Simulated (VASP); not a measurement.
Set up this calculation in VASP 6.6.1, as the native input.

| Property | Result |
| --- | --- |
| Task | single point |
| Functional | PBE |
| Dispersion | D3(BJ) |
| Potentials or basis | VASP PAW PBE potentials, release 64 (O, H, Zn, Cl) |
| Cutoff | 520 eV |
| k mesh | 1 × 1 × 1 |
| Occupations | fermi-dirac, width 0.02 eV |
| Spin | no spin polarisation |
| Dipole correction | no |
| Further INCAR settings | LREAL = Auto; ALGO = Normal; EDIFF = 1e-06; NBANDS = 42 |

The structure of ZnH8Cl2O4 lies in POSCAR:

```
ZnH8Cl2O4
1.0
    5.7082670000      0.0000000000      0.0000000000
    0.0000000000      5.7082670000      0.0000000000
    0.0000000000      0.0000000000      5.7082670000
O H Zn Cl
4 8 1 2
Direct
   -0.0241579450      0.6825188801      0.6161765033
    0.6269328327      0.0996274351      0.2308406387
    0.8156240764      0.5246425929      1.0475158222
    0.4111930994      0.3259483132      0.6445739136
   -0.0721409843      0.8484886919      0.6461505742
    0.1359081487      0.6783144517      0.5532327062
    0.7665548931      0.0068497146      0.1707348307
    0.5198075002      0.0090220026      0.1436337859
    0.7773112225      0.6414205923      1.1559375201
    0.7023848044      0.3879461139      1.0613028438
    0.5326835623      0.3274724185      0.5268148809
    0.3006166320      0.2315764136      0.5537057044
    0.1325446059      0.4646944510     -0.0636620536
    0.9815938883      0.1080888473      0.8498025758
    0.3336038766      0.6841831330      0.2006388279
```

The cell was built by a generator and needn't be a form met in nature.

These files were run (other wordings do the same):

INCAR

```
PREC = Accurate
ENCUT = 520
EDIFF = 1E-6
ISMEAR = -1
SIGMA = 0.02
LREAL = Auto
LASPH = T
NELM = 60
ALGO = Normal
ISIF = 2
LWAVE = F
LCHARG = F
GGA = PE
IVDW = 12
NBANDS = 42
```

KPOINTS

```
Automatic mesh
0
Gamma
  1 1 1
```

Potentials or basis: VASP PAW PBE potentials, release 64 (O, H, Zn, Cl).

Command:

```bash
$ cat potpaw_PBE.64/O/POTCAR potpaw_PBE.64/H/POTCAR potpaw_PBE.64/Zn/POTCAR potpaw_PBE.64/Cl/POTCAR > POTCAR
$ mpirun -np 1 vasp_gam > vasp.out
```

Results of the run:

The pressure is 2.3 GPa and the largest force is 2.516 eV/Å. The band gap on the k mesh is 3.71 eV, direct. The dispersion energy per atom is -0.066 eV.

It took 12 s on 1 thread of Intel(R) Xeon(R) 6975P-C (Granite Rapids), with other jobs on the host, peak memory 0.24 GiB.
